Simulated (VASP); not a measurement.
The input files of a VASP run:

**POSCAR**
```
Fe
1.0
 -1.3941704179   1.3941704179   1.3941704179
  1.3941704179  -1.3941704179   1.3941704179
  1.3941704179   1.3941704179  -1.3941704179
Fe
1
Direct
  0.0000000000   0.0000000000   0.0000000000
```

**INCAR**
```
LWAVE = .False.
ALGO = Normal   ! blocked Davidson
LCHARG = .False.
LASPH = .True.
PSTRESS = 100   ! kbar
ENCUT = 500   ! plane-wave cut-off (eV)
ISIF = 3   ! ions, shape and volume
ISMEAR = 1   ! Methfessel-Paxton
ISPIN = 2   ! spin-polarised
NSW = 40   ! most ionic steps
LMAXMIX = 4
MAGMOM = 2.2
IBRION = 2
SIGMA = 0.1   ! width (eV)
NELM = 100   ! most electronic steps
LREAL = .False.
EDIFF = 1E-6
EDIFFG = -0.02   ! ionic stop
LORBIT = 10
GGA = PE
PREC = Accurate
SYSTEM = Fe
```

**KPOINTS**
```
Regular mesh
0
gamma
  18 18 18
```

POTCAR, in this order: Fe (PBE.64 set). Program: vasp_std.

Write an equivalent input for Ansatz.

One equivalent input (not run):
Ansatz 0.2 input:
```yaml
crystal:
  lattice:
    - [-1.3941704, 1.3941704, 1.3941704]
    - [1.3941704, -1.3941704, 1.3941704]
    - [1.3941704, 1.3941704, -1.3941704]
  atoms:
    - { symbol: Fe, position: [0.0000000, 0.0000000, 0.0000000], spin: 2.2 }
kpoints:
  mp_grid: { grid: [18, 18, 18] }
hamiltonian:
  xc: pbe
  pseudopotentials: { kind: paw }
magnetization: { spin_polarized: true }
scf:
  occupations: { method: methfessel_paxton, width: 0.1 }
  max_iter: 100
relax:
  max_steps: 40
  f_tol: 0.02
  cell: { p_target: 10 }
output: { forces: true, stress: true, eigenvalues: true }
```
What does not carry over: each code has its own PAW files, so the cut-off isn't converted (ENCUT is set for VASP's; basis.ecutwfc is left out, and Ansatz then takes the one that its files recommend); Ansatz stops its SCF on the density residual and VASP on the energy change (EDIFF).

The compound is Fe in the bcc structure. It was relaxed first under an external pressure of 10 GPa.
